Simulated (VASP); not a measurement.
An input for Quantum ESPRESSO's pw.x (written as the equivalent of a VASP run, and not itself run):

```
&CONTROL
  calculation = 'scf'
  pseudo_dir = './pseudo'
  outdir = './out'
  tprnfor = .true.
  tstress = .true.
/
&SYSTEM
  ibrav = 0
  nat = 5
  ntyp = 3
  ecutwfc = 62.5
  occupations = 'smearing'
  smearing = 'gaussian'
  degauss = 0.003675
  input_dft = 'pbe'
  vdw_corr = 'grimme-d3'
  dftd3_version = 3
  dftd3_threebody = .false.
/
&ELECTRONS
  conv_thr = 7.3e-09
  electron_maxstep = 100
/
ATOMIC_SPECIES
  Cs 132.905 Cs.upf
  Pb 207.200 Pb.upf
  Br 79.904 Br.upf
CELL_PARAMETERS angstrom
     6.0461254    0.0000000    0.0000000
     0.0000000    6.0461254    0.0000000
     0.0000000    0.0000000    6.0461254
ATOMIC_POSITIONS crystal
  Cs   0.0000000  0.0000000  0.0000000
  Pb   0.5000000  0.5000000  0.5000000
  Br   0.5000000  0.0000000  0.5000000
  Br   0.0000000  0.5000000  0.5000000
  Br   0.5000000  0.5000000  0.0000000
K_POINTS automatic
  4 4 4 0 0 0
```

Translate this input to VASP (INCAR, KPOINTS, POSCAR, choice of POTCAR).

Several could match; the one computed here: 
File KPOINTS:
```
Automatic mesh
0
Gamma
4 4 4
0 0 0
```

INCAR:
```
LMAXMIX  =  4   ! l cut-off of mixed one-centre charges
GGA  =  PE   ! PBE
EDIFF  =  1E-7
IVDW  =  11   ! D3, zero damping
ISIF  =  2   ! forces and stress, cell fixed
LWAVE  =  F
ENCUT  =  520
SIGMA  =  0.05   ! width (eV)
LREAL  =  F
LASPH  =  T   ! aspherical one-centre terms
LCHARG  =  F
SYSTEM  =  CsPbBr3
ALGO  =  Normal   ! blocked Davidson
PREC  =  Accurate
ISMEAR  =  0   ! Gaussian
NELM  =  100   ! most electronic steps
```

### POSCAR
```
CsPbBr3
1
    6.0461253983     0.0000000000     0.0000000000
    0.0000000000     6.0461253983     0.0000000000
    0.0000000000     0.0000000000     6.0461253983
Cs Pb Br
1 1 3
Direct
  0.0000000000   0.0000000000   0.0000000000
  0.5000000000   0.5000000000   0.5000000000
  0.5000000000   0.0000000000   0.5000000000
  0.0000000000   0.5000000000   0.5000000000
  0.5000000000   0.5000000000   0.0000000000
```

POTCAR, in this order: Cs_sv Pb_d Br (PBE.64 set). Program: vasp_std.

Limits of the translation: the potentials are each code's own (VASP's PAW set, PseudoDojo norm-conserving files in pw.x), so ENCUT and ecutwfc are chosen apart and not converted; conv_thr bounds pw.x's estimated SCF error, while EDIFF bounds the energy change between steps.

The compound is CsPbBr3 in the cubic perovskite structure, the ideal cubic form; the compound distorts at low or room temperature. This cell is one point of a volume scan, at 1.06 of the reference volume.
